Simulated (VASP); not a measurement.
```
CELL_PARAMETERS angstrom
      0.00000     2.26421     2.26421
      2.26421     0.00000     2.26421
      2.26421     2.26421     0.00000
ATOMIC_POSITIONS crystal
  Zr 0.00000 0.00000 0.00000
  N  0.50000 0.50000 0.50000
```

Computed with LDA (Ceperley-Alder, Perdew-Zunger), VASP's LDA PAW potentials (set 64) (plane waves; VASP). Numerical set-up: 520 eV cut-off, Gaussian smearing of 0.050 eV, potentials Zr_sv N.

Q: What does the run give for the band gap (along the path) with the smallest direct gap where there is one?

A: 
band gap (along the path): none (metal, semimetal or under 0.01 eV)

The compound is ZrN in the rock salt structure. It was relaxed first. The electron count is odd and the run is not spin-polarised, which forces a metal.
